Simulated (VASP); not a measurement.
Output of a VASP run:

File OSZICAR:
```
...
DAV:   8    -0.323014426030E+02    0.35287E+00   -0.82296E-01  2956   0.114E+01    0.405E+00
DAV:   9    -0.339195973784E+02   -0.16182E+01   -0.46755E+00  3932   0.181E+01    0.449E+00
DAV:  10    -0.340205262405E+02   -0.10093E+00   -0.18569E-01  2694   0.371E+00    0.489E+00
DAV:  11    -0.323389541160E+02    0.16816E+01   -0.69067E+00  3220   0.250E+01    0.106E+00
DAV:  12    -0.323211290909E+02    0.17825E-01   -0.48121E-01  2560   0.880E+00    0.667E-01
DAV:  13    -0.323301797316E+02   -0.90506E-02   -0.26373E-02  2954   0.214E+00    0.462E-01
DAV:  14    -0.323195388681E+02    0.10641E-01   -0.17230E-02  3397   0.166E+00    0.313E-01
DAV:  15    -0.323195266078E+02    0.12260E-04   -0.87652E-03  3764   0.741E-01    0.298E-01
DAV:  16    -0.323196949436E+02   -0.16834E-03   -0.89871E-04  2728   0.330E-01    0.200E-01
DAV:  17    -0.323192060112E+02    0.48893E-03   -0.47909E-04  2488   0.363E-01    0.137E-01
DAV:  18    -0.323191737311E+02    0.32280E-04   -0.34616E-04  2599   0.293E-01    0.899E-02
DAV:  19    -0.323192939882E+02   -0.12026E-03   -0.75884E-05  3055   0.783E-02    0.343E-02
DAV:  20    -0.323194555530E+02   -0.16156E-03   -0.25162E-04  3230   0.110E-01    0.508E-02
DAV:  21    -0.323195216220E+02   -0.66069E-04   -0.78077E-05  3679   0.680E-02    0.688E-02
DAV:  22    -0.323193765319E+02    0.14509E-03   -0.53213E-05  2710   0.873E-02    0.347E-02
DAV:  23    -0.323193306288E+02    0.45903E-04   -0.45484E-05  3225   0.597E-02    0.154E-02
DAV:  24    -0.323193235184E+02    0.71105E-05   -0.80017E-06  3290   0.237E-02    0.576E-03
DAV:  25    -0.323193158720E+02    0.76464E-05   -0.67663E-07  2876   0.119E-02    0.394E-03
DAV:  26    -0.323193061721E+02    0.96998E-05   -0.73128E-07  3531   0.828E-03    0.128E-03
DAV:  27    -0.323193000081E+02    0.61640E-05   -0.66880E-08  1280   0.376E-03    0.952E-04
DAV:  28    -0.323193014292E+02   -0.14211E-05   -0.16647E-08  1245   0.176E-03    0.400E-04
DAV:  29    -0.323193017026E+02   -0.27339E-06   -0.39282E-09  1235   0.986E-04    0.316E-04
DAV:  30    -0.323193023715E+02   -0.66893E-06   -0.19414E-09  1235   0.563E-04    0.720E-05
DAV:  31    -0.323193024042E+02   -0.32749E-07   -0.77127E-10  1235   0.305E-04
   1 F= -.32319302E+02 E0= -.32319309E+02  d E =-.323193E+02
       N       E                     dE             d eps       ncg     rms          rms(c)
DAV:   1    -0.323204542643E+02   -0.11519E-02   -0.50032E-02  2615   0.369E+00    0.216E-01
DAV:   2    -0.323199451274E+02    0.50914E-03   -0.33486E-03  2475   0.586E-01    0.121E-01
DAV:   3    -0.323199142951E+02    0.30832E-04   -0.11081E-03  2545   0.573E-01    0.408E-02
DAV:   4    -0.323196702960E+02    0.24400E-03   -0.95754E-04  2470   0.406E-01    0.132E-02
DAV:   5    -0.323196244369E+02    0.45859E-04   -0.17341E-04  2570   0.188E-01    0.480E-03
DAV:   6    -0.323196143296E+02    0.10107E-04   -0.10099E-05  2840   0.511E-02    0.252E-03
DAV:   7    -0.323196231235E+02   -0.87940E-05   -0.27641E-06  2705   0.261E-02    0.529E-04
DAV:   8    -0.323196198910E+02    0.32326E-05   -0.74157E-07  3528   0.101E-02    0.715E-04
DAV:   9    -0.323196217104E+02   -0.18194E-05   -0.32716E-07  2624   0.700E-03    0.376E-04
DAV:  10    -0.323196222248E+02   -0.51440E-06   -0.39433E-08  1235   0.303E-03    0.180E-04
DAV:  11    -0.323196216420E+02    0.58281E-06   -0.59147E-09  1235   0.967E-04    0.137E-04
DAV:  12    -0.323196215176E+02    0.12439E-06   -0.20543E-09  1235   0.545E-04    0.473E-05
DAV:  13    -0.323196215310E+02   -0.13446E-07   -0.99876E-10  1235   0.329E-04
   2 F= -.32319622E+02 E0= -.32319638E+02  d E =-.319127E-03
```

### OUTCAR
```
------------------------ aborting loop because EDIFF is reached ----------------------------------------
  FORCE on cell =-STRESS in cart. coord.  units (eV):
  Direction    XX          YY          ZZ          XY          YZ          ZX
  --------------------------------------------------------------------------------------
  Total        1.2677937      1.2677937      1.2842259      0.0000000      0.0000000      0.0000000
  in kB       82.2944873     82.2944890     83.3611289      0.0000000      0.0000000      0.0000000
  external PRESSURE =      82.6500351 kB  Pullay stress =       0.0000000 kB
  volume of cell :       24.68
      direct lattice vectors                 reciprocal lattice vectors
     1.493586449 -2.586967643 -0.000000000     0.334764687 -0.193276480  0.000000000
     1.493586449  2.586967643  0.000000000     0.334764687  0.193276480  0.000000000
     0.000000000  0.000000000  3.194015839    -0.000000000 -0.000000000  0.313085486
 POSITION                                       TOTAL-FORCE (eV/Angst)
 -----------------------------------------------------------------------------------
      2.98717      0.00000      0.00000        -0.000000      0.000000      0.000000
      1.49359      0.86232      1.59701         0.000000     -0.000000     -0.000000
      1.49359     -0.86232      1.59701        -0.000000      0.000000      0.000000
 -----------------------------------------------------------------------------------
    total drift:                               -0.000000     -0.000000     -0.000000
  FREE ENERGIE OF THE ION-ELECTRON SYSTEM (eV)
  ---------------------------------------------------
  free  energy   TOTEN  =       -32.3196215310 eV

  energy  without entropy=      -32.3196708581  energy(sigma->0) =      -32.31963797

 reached required accuracy - stopping structural energy minimisation
```
(Selected blocks of OUTCAR.)

### POSCAR
```
TiB2
1
    1.4914815081    -2.5833217764     0.0000000000
    1.4914815081     2.5833217764     0.0000000000
    0.0000000000     0.0000000000     3.2030376892
Ti B
1 2
Direct
  0.0000000000   0.0000000000   0.0000000000
  0.3333330000   0.6666670000   0.5000000000
  0.6666670000   0.3333330000   0.5000000000
```

Question: Reconstruct the remaining input files.

Answer: This is not unique; one that fits is the input of the run itself, MS2 meta-GGA, plane waves, VASP's PBE PAW potentials (set 64).

### INCAR
```
SIGMA = 0.1
NSW = 30
LMAXMIX = 4   # l cut-off of mixed one-centre charges
METAGGA = MS2
LCHARG = .False.
PREC = Accurate
SYSTEM = TiB2
EDIFF = 1E-7   # SCF stop (eV)
LREAL = .False.
LMIXTAU = .True.
NELM = 100   # most electronic steps
ALGO = Normal   # blocked Davidson
LASPH = .True.
ENCUT = 520   # plane-wave cut-off (eV)
LWAVE = .False.
ISIF = 4   # ions and shape, fixed volume
IBRION = 2   # conjugate gradients
ISMEAR = 1
EDIFFG = -0.01   # ionic stop
```

KPOINTS:
```
Automatic mesh
0
Gamma
12 12 9
0 0 0
```

POTCAR, in this order: Ti_sv B (PBE.64 set). Program: vasp_std.

The compound is TiB2 in the AlB2 type structure. This cell is one point of a volume scan, at 0.97 of the reference volume. Symmetry was kept, so distortions that lower it aren't found.
